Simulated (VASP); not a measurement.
# KTe2 (Cmmm) in VASP: further runs

Runs on KTe2. Level: PBE. Tasks: relaxation of the atoms.

All numbers are computed with VASP 6.6.1; they aren't measurements. Logs are shortened: lines on timing, memory, paths and dates and some standing lists are left out, and cuts for length are marked.

### 1 The cell of the first run

Symmetry: Cmmm, No. 65, orthorhombic system. Conventional cell: a = 6.238 Å, b = 11.223 Å, c = 3.205 Å, α = 90.00°, β = 90.00°, γ = 90.00°. Around K (site symmetry mmm) lie 2 K at 3.21 Å and 8 Te at 3.59 Å. Around Te (site symmetry 2/m) lie 4 Te at 3.12 to 3.21 Å.

The cell was built by a generator and needn't be a form met in nature.

### 2 Relaxation of the atoms, PBE, 37.40 Å³/atom (strain = -0.04)

The input, INCAR:

```
SYSTEM = KTe2
ALGO = Normal ; EDIFF = 1E-6
EDIFFG = -0.01 ; ENCUT = 520
GGA = PE ; IBRION = 2
ISIF = 2 ; ISMEAR = -1
LASPH = .TRUE. ; LCHARG = .FALSE.
LREAL = .FALSE. ; LWAVE = .FALSE.
NELM = 80 ; NSW = 40
PREC = Accurate ; SIGMA = 0.05
```

The input, KPOINTS:

```
k-points
0
G
  5 5 8
  0 0 0
```

The input, POSCAR:

```
KTe2
1.0
    3.1190200000     -5.6115300000      0.0000000000
    3.1190200000      5.6115300000      0.0000000000
    0.0000000000      0.0000000000      3.2050176000
K Te
1 2
Direct
    0.0000000000      0.0000000000      0.5000000000
    0.0000000000      0.5000000000      0.0000000000
    0.5000000000      0.0000000000      0.0000000000
```

Potentials or basis: VASP PAW PBE potentials, release 64 (K_sv, Te).

Started as:

```bash
cat potpaw_PBE.64/K_sv/POTCAR potpaw_PBE.64/Te/POTCAR > POTCAR
mpirun -np 1 vasp_std > vasp.out
```

OUTCAR:

```text
SYSTEM = KTe2
   EDIFF = 1E-6
   EDIFFG = -0.01
   ENCUT = 520
   GGA = PE
   IBRION = 2
   ISIF = 2
   ISMEAR = -1
   LASPH = .TRUE.
   LREAL = .FALSE.
   NELM = 80
   NSW = 40
   PREC = Accurate

 ion  position               nearest neighbor table
   1  0.000  0.000  0.500-   2 3.59   3 3.59   2 3.59   3 3.59   2 3.59   2 3.59   3 3.59   3 3.59

   2  0.000  0.500  0.000-   3 3.12   3 3.12   1 3.59   1 3.59   1 3.59   1 3.59
   3  0.500  0.000  0.000-   2 3.12   2 3.12   1 3.59   1 3.59   1 3.59   1 3.59

  LATTYP: Found a base centered orthorhombic cell.
 ALAT       =     6.2380400000
 B/A-ratio  =     1.7991324198
 C/A-ratio  =     0.5137859969

  Lattice vectors:

 A1 = (   3.1190200000,  -5.6115300000,   0.0000000000)
 A2 = (   3.1190200000,   5.6115300000,   0.0000000000)
 A3 = (   0.0000000000,   0.0000000000,   3.2050176000)

Analysis of symmetry for initial positions (statically):
=====================================================================
 Subroutine PRICEL returns:
 Original cell was already a primitive cell.

 Routine SETGRP: Setting up the symmetry group for a
 base centered orthorhombic supercell.

 Subroutine GETGRP returns: Found  8 space group operations
 (whereof  8 operations were pure point group operations)
 out of a pool of  8 trial point group operations.

The static configuration has the point symmetry D_2h.

Analysis of symmetry for dynamics (positions and initial velocities):
=====================================================================
 Subroutine PRICEL returns:
 Original cell was already a primitive cell.

 Routine SETGRP: Setting up the symmetry group for a
 base centered orthorhombic supercell.

 Subroutine GETGRP returns: Found  8 space group operations
 (whereof  8 operations were pure point group operations)
 out of a pool of  8 trial point group operations.

The dynamic configuration has the point symmetry D_2h.

 Subroutine INISYM returns: Found  8 space group operations
 (whereof  8 operations are pure point group operations),
 and found     1 'primitive' translations

----------------------------------------------------------------------------------------

                                     Primitive cell

  volume of cell :     112.1915

  direct lattice vectors                    reciprocal lattice vectors
     3.119020000 -5.611530000  0.000000000     0.160306763 -0.089102259  0.000000000
     3.119020000  5.611530000  0.000000000     0.160306763  0.089102259  0.000000000
     0.000000000  0.000000000  3.205017600     0.000000000  0.000000000  0.312010767

  length of vectors
     6.420089929  6.420089929  3.205017600     0.183405209  0.183405209  0.312010767

  position of ions in fractional coordinates (direct lattice)
     0.000000000  0.000000000  0.500000000
     0.000000000  0.500000000  0.000000000
     0.500000000  0.000000000  0.000000000

  ion indices of the primitive-cell ions
   primitive index   ion index
                 1           1
                 2           2
                 3           3

----------------------------------------------------------------------------------------

 KPOINTS: k-points

Automatic generation of k-mesh.
 Grid dimensions read from file:
 generate k-points for:    5    5    8

 Generating k-lattice:

  Cartesian coordinates                     Fractional coordinates (reciprocal lattice)
     0.032061353 -0.017820452  0.000000000     0.200000000  0.000000000  0.000000000
     0.032061353  0.017820452  0.000000000     0.000000000  0.200000000  0.000000000
     0.000000000  0.000000000  0.039001346     0.000000000  0.000000000  0.125000000

  Length of vectors
     0.036681042  0.036681042  0.039001346

  Shift w.r.t. Gamma in fractional coordinates (k-lattice)
     0.000000000  0.000000000  0.000000000

 Subroutine IBZKPT returns following result:
 ===========================================

 Found     45 irreducible k-points:

 Following reciprocal coordinates:
            Coordinates               Weight
  0.000000  0.000000  0.000000      1.000000
  0.200000  0.000000  0.000000      4.000000
  0.400000  0.000000  0.000000      4.000000
  0.200000  0.200000  0.000000      2.000000
  0.400000  0.200000  0.000000      4.000000
 -0.400000  0.200000  0.000000      4.000000
[... 16 lines left out ...]
  0.400000  0.200000  0.250000      8.000000
 -0.400000  0.200000  0.250000      8.000000
 [... further k-points ...]
   k-points           NKPTS =     45   k-points in BZ     NKDIM =     45   number of bands    NBANDS=     14
   number of dos      NEDOS =    301   number of ions     NIONS =      3
   total plane-waves  NPLWV =  55296
   dimension x,y,z NGX =    48 NGY =   48 NGZ =   24
   dimension x,y,z NGXF=    96 NGYF=   96 NGZF=   48
   ions per type =               1   2
   NGX,Y,Z   is equivalent  to a cutoff of  12.43, 12.43, 12.45 a.u.
   NGXF,Y,Z  is equivalent  to a cutoff of  24.86, 24.86, 24.90 a.u.
 SYSTEM =  KTe2
   PREC   = accura    normal or accurate (medium, high low for compatibility)
   ISTART =      0    job   : 0-new  1-cont  2-samecut
   ICHARG =      2    charge: 1-file 2-atom 10-const
   ISPIN  =      1    spin polarized calculation?
   LNONCOLLINEAR =      F non collinear calculations
   LSORBIT =      F    spin-orbit coupling
   LASPH  =      T    aspherical Exc in radial PAW
   ENCUT  =  520.0 eV  38.22 Ry    6.18 a.u.  11.94 11.94  5.96*2*pi/ulx,y,z
   NELM   =     80;   NELMIN=  2; NELMDL= -5     # of ELM steps
   EDIFF  = 0.1E-05   stopping-criterion for ELM
   LREAL  =      F    real-space projection
   EDIFFG = -.1E-01   stopping-criterion for IOM
   NSW    =     40    number of steps for IOM
   IBRION =      2    ionic relax: 0-MD 1-quasi-New 2-CG
   NFREE  =      1    steps in history (QN), initial steepest desc. (CG)
   ISIF   =      2    stress and relaxation
   ISYM   =      2    0-nonsym 1-usesym 2-fastsym
   POTIM  = 0.5000    time-step for ionic-motion
   TEBEG  =    0.0;   TEEND  =   0.0 temperature during run
   PSTRESS=    0.0 pullay stress
   NELECT =      21.0000    total number of electrons
   NUPDOWN=      -1.0000    fix difference up-down
   EMIN   =  10.00;   EMAX   =-10.00  energy-range for DOS
   EFERMI =   0.00;   METHOD = LEGACY
   ISMEAR =    -1;   SIGMA  =   0.05  broadening in eV -4-tet -1-fermi 0-gaus
   EFERMI_NEDOS =   21; number of points for ismear=-14 and -15
   IALGO  =     38    algorithm
   IMIX   =      4    mixing-type and parameters
     AMIX     =   0.40;   BMIX     =  1.00
     AMIX_MAG =   1.60;   BMIX_MAG =  1.00
  volume/ion in A,a.u.               =      37.40       252.37
  Fermi-wavevector in a.u.,A,eV,Ry     =   0.936472  1.769675 11.932026  0.876979
  Thomas-Fermi vector in A             =   2.063485
   LORBIT       =      0    0 simple, 1 ext, 2 COOP (PROOUT), +10 PAW based schemes
   GGA     = PE    functional components
   LHFCALC =     F    Hartree Fock is set to
   AEXX    =    0.0000 exact exchange contribution
   IVDW    =     0    specifies the selected vdW correction
   LEPSILON=     F    determine dielectric tensor
   LRPA    =     F    only Hartree local field effects (RPA)
 conjugate gradient relaxation of ions
 non-spin polarized calculation
  energy-cutoff  :      520.00
  volume of cell :      112.19
 maximum number of plane-waves:      3048
   NGX = 23   NGY = 23   NGZ = 11

 number of electron      21.0000001 magnetization

 Free energy of the ion-electron system (eV)
  ---------------------------------------------------
  ext. energy  EPLUGINS =         0.00000000
  ---------------------------------------------------
  free energy    TOTEN  =        -8.80462457 eV

  energy without entropy =       -8.80135622  energy(sigma->0) =       -8.80299040

 E-fermi :   3.5809     XC(G=0):  -7.9822

 val. band max:        3.3321226695   @ k =   0.4000   0.4000   0.5000
 cond. band min:       3.5926610248   @ k =  -0.4000   0.4000   0.5000
 fundamental gap:      0.2605383553
 Fermi energy:         3.5808652322

 k-point     1 :       0.0000    0.0000    0.0000
  band No.  band energies     occupation
      1     -27.6407      2.00000
      2     -11.1320      2.00000
      3     -11.1104      2.00000
      4     -10.7476      2.00000
      5      -9.1214      2.00000
      6      -7.0414      2.00000
      7      -1.7250      2.00000
      8       0.3913      2.00000
      9       1.8687      2.00000
     10       4.9136      0.00000
     11       5.4249      0.00000
     12       6.0431      0.00000
     13       6.0967      0.00000
     14       7.0358      0.00000

 k-point     2 :       0.2000    0.0000    0.0000
  band No.  band energies     occupation
      1     -27.6407      2.00000
      2     -11.1472      2.00000
      3     -11.1130      2.00000
      4     -10.7475      2.00000
      5      -8.9667      2.00000
      6      -7.3352      2.00000
      7      -1.1199      2.00000
      8       0.4187      2.00000
      9       1.5363      2.00000
     10       4.7331      0.00000
     11       5.2647      0.00000
     12       5.5379      0.00000
     13       6.6093      0.00000
     14       6.8169      0.00000
[... 343 lines left out ...]
      1     -27.5788      2.00000
      2     -11.2553      2.00000
      3     -11.0733      2.00000
      4     -11.0451      2.00000
      5      -7.8208      2.00000
      6      -7.2739      2.00000
      7       0.8287      2.00000
      8       1.1952      2.00000
      9       1.6040      2.00000
     10       1.8504      2.00000
     11       2.1963      2.00000
     12       3.2229      1.99845
     13       7.3083      0.00000
     14       8.1982      0.00000

 k-point    24 :      -0.4000    0.2000    0.2500
  band No.  band energies     occupation
      1     -27.5788      2.00000
      2     -11.2561      2.00000
      3     -11.0753      2.00000
      4     -11.0438      2.00000
      5      -8.2081      2.00000
      6      -6.6256      2.00000
      7      -0.5601      2.00000
      8       0.7391      2.00000
      9       1.3156      2.00000
     10       2.2590      2.00000
     11       2.7388      2.00000
     12       5.3966      0.00000
     13       7.2540      0.00000
     14       7.8845      0.00000

 [... further k-points ...]

------------------------ aborting loop because EDIFF is reached ----------------------------------------

  FORCE on cell =-STRESS in cart. coord.  units (eV):
  Direction    XX          YY          ZZ          XY          YZ          ZX
  --------------------------------------------------------------------------------------
  -------------------------------------------------------------------------------------
  Total        2.3158398      0.1801845      0.3377472      0.0000000      0.0000000      0.0000000
  in kB       33.0719070      2.5731687      4.8232797      0.0000000      0.0000000      0.0000000
  external PRESSURE =      13.4894518 kB  Pullay stress =       0.0000000 kB

 VOLUME and BASIS-vectors are now :
 -----------------------------------------------------------------------------
  energy-cutoff  :      520.00
  volume of cell :      112.19
      direct lattice vectors                 reciprocal lattice vectors
     3.119020000 -5.611530000  0.000000000     0.160306763 -0.089102259  0.000000000
     3.119020000  5.611530000  0.000000000     0.160306763  0.089102259  0.000000000
     0.000000000  0.000000000  3.205017600     0.000000000  0.000000000  0.312010767

 POSITION                                       TOTAL-FORCE (eV/Angst)
 -----------------------------------------------------------------------------------
      0.00000      0.00000      1.60251         0.000000      0.000000      0.000000
      1.55951      2.80577      0.00000         0.000000      0.000000      0.000000
      1.55951     -2.80577      0.00000        -0.000000     -0.000000      0.000000
 -----------------------------------------------------------------------------------
    total drift:                               -0.000000     -0.000000      0.000000

  FREE ENERGIE OF THE ION-ELECTRON SYSTEM (eV)
  ---------------------------------------------------
  free  energy   TOTEN  =        -8.8046245700 eV

  energy  without entropy=       -8.8013562212  energy(sigma->0) =       -8.80299040

 reached required accuracy - stopping structural energy minimisation
```

It took 56 s on 1 thread of Intel Xeon Platinum 8259CL at 2.50GHz (Skylake/Cascade Lake), shared host; peak memory 0.26 GiB.

Results:

```yaml
Free_energy: -8.8046 eV
Pressure_after_relaxing: 1.3 GPa
Band_gap_on_the_k_mesh: none (metal or under the smearing width)
```

Caveat: the relaxation stopped at its first step, so nothing moved.

### 3 Relaxation of the atoms, PBE, 38.18 Å³/atom (strain = -0.02)

INCAR is that of step 2.

KPOINTS is that of step 2.

Edit POSCAR of step 2 so:

```diff
@@ -4,3 +4,3 @@
     3.1190200000      5.6115300000      0.0000000000
-    0.0000000000      0.0000000000      3.2050176000
+    0.0000000000      0.0000000000      3.2717888000
 K Te
```

Potentials or basis: VASP PAW PBE potentials, release 64 (K_sv, Te).

Started as:

```bash
cat potpaw_PBE.64/K_sv/POTCAR potpaw_PBE.64/Te/POTCAR > POTCAR
mpirun -np 1 vasp_std > vasp.out
```

It took 56 s on 1 thread of Intel Xeon Platinum 8259CL at 2.50GHz (Skylake/Cascade Lake), shared host; peak memory 0.26 GiB.

Results (log left out):

```
Free energy             : -8.7991 eV
Pressure after relaxing : 0.7 GPa
Band gap on the k mesh  : none (metal or under the smearing width)
```

Caveat: the relaxation stopped at its first step, so nothing moved.
